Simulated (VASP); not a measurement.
Here is the system:

```yaml
crystal:
  lattice:
    - [-2.75795, 2.75795, 5.07230]
    - [2.75795, -2.75795, 5.07230]
    - [2.75795, 2.75795, -5.07230]
  atoms:
    - { symbol: Al, position: [0.50000, 0.50000, 0.00000] }
    - { symbol: Al, position: [0.25000, 0.75000, 0.50000] }
    - { symbol: Cd, position: [0.00000, 0.00000, 0.00000] }
    - { symbol: S, position: [0.40600, 0.86473, 0.99757] }
    - { symbol: S, position: [0.86716, 0.40843, 0.00243] }
    - { symbol: S, position: [0.13527, 0.13284, 0.54127] }
    - { symbol: S, position: [0.59157, 0.59400, 0.45873] }
```

The numbers are results of PBEsol GGA, VASP's PBE PAW potentials (set 64) (plane waves; VASP 6.6.1), not measurements. Settings: 400 eV cut-off, Gaussian smearing of 0.050 eV, potentials Al Cd S.

**Question.** Give the energies of bands 11 to 24 at the high-symmetry points, in eV from the valence-band maximum.

**Answer.** 
```tsv
band	Γ	X	P	N	M	S	R
11	-3.81	-4.74	-4.66	-3.52	-4.20	-3.81	-4.55
12	-3.10	-3.83	-4.31	-3.30	-2.91	-3.56	-3.86
13	-2.95	-2.77	-3.14	-3.09	-2.37	-2.74	-2.75
14	-2.95	-2.40	-1.84	-2.83	-2.37	-2.41	-2.38
15	-2.33	-2.04	-1.48	-2.01	-2.00	-2.09	-2.02
16	-2.04	-1.12	-1.35	-1.72	-1.13	-1.82	-1.43
17	-1.25	-1.04	-1.02	-1.54	-1.12	-1.29	-1.20
18	-1.25	-0.58	-0.62	-0.94	-1.06	-1.12	-0.64
19	-0.05	-0.33	-0.45	-0.81	-1.06	-1.02	-0.40
20	-0.02	-0.19	-0.33	-0.50	-0.45	-0.30	-0.32
21	-0.02	0.00	-0.16	-0.09	-0.45	-0.04	-0.12
22	2.86	3.54	3.86	4.69	3.62	4.16	3.83
23	3.44	4.58	4.77	5.09	3.62	4.59	4.75
24	4.62	5.09	4.83	5.24	3.86	4.74	5.28
```

The gap is indirect, 2.86 eV, from the valence maximum at X to the conduction minimum at Γ.

The compound is Al2CdS4 in the sg82 structure. It was relaxed first.
